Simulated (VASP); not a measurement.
A convergence study with VASP on Os (hcp): one setting is varied, all else stays as given below, so the limit is that of these other settings. Each run relaxes cell and ions from the cell shown.

```
Os
1.0
    1.36500    -2.36425     0.00000
    1.36500     2.36425     0.00000
    0.00000     0.00000     4.32000
Os
2
Direct
  0.33333   0.66667   0.25000
  0.66667   0.33333   0.75000
```

Computed with PBE GGA, VASP's PBE PAW potentials (set 64) (plane waves; VASP). The tightest run used: 550 eV cut-off, 20×20×12 Γ-centred mesh, first-order Methfessel-Paxton smearing of 0.10 eV, potentials Os.

| setting | relaxed volume (Å³/atom) | E (eV/atom) | irreducible k-points |
|---|---|---|---|
| 2×2×1 mesh | 14.224 | -10.9866 | 2 |
| 3×3×2 mesh | 14.644 | -10.9477 | 6 |
| 4×4×2 mesh | 14.182 | -11.3708 | 8 |

Problem. These are the cheaper rows. Estimate the results at 20×20×12 mesh, and how far the last row shown lies from them.

Solution. 
| quantity | tightest run | last row shown is off by |
|---|---|---|
| relaxed volume (Å³/atom) | 14.268 | -0.086 |
| E (eV/atom) | -11.2516 | -0.1193 |

VASP warned of too few bands at 2×2×1 mesh.

Left out are rungs that failed or repeat a setting and relaxations that didn't move; long series are thinned to 24 rows.

The compound is Os in the hcp structure. VASP warned that the highest band is occupied, so more bands are needed.
